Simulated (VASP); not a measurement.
Input:

```yaml
crystal:
  lattice:
    - [1.86371, -3.22805, 0.00000]
    - [1.86371, 3.22805, 0.00000]
    - [0.00000, 0.00000, 6.10203]
  atoms:
    - { symbol: Zr, position: [0.00000, 0.00000, 0.00000] }
    - { symbol: S, position: [0.33333, 0.66667, 0.23785] }
    - { symbol: S, position: [0.66667, 0.33333, 0.76215] }
```

Method: r2SCAN meta-GGA, VASP's PBE PAW potentials (set 64) (plane waves; VASP 6.6.1). Run with 480 eV cut-off, 6×6×4 Γ-centred mesh, Gaussian smearing of 0.050 eV, potentials Zr_sv S.

Task: Which forces act on the atoms, in eV/Å?

Result: 
```
atom     Fx     Fy      Fz
----  -----  -----  ------
Zr1   0.000  0.000   0.000
S2    0.000  0.000  -0.356
S3    0.000  0.000   0.356
```

Task: Give the stress tensor in GPa (positive for a compressed cell).

Result: 
```
-2.78   0.00   0.00
 0.00  -2.78   0.00
 0.00   0.00  -2.24
```
The pressure is its mean diagonal, -2.60 GPa.

The compound is ZrS2 in the 1T layered structure. This cell was strained or had an atom moved on purpose.
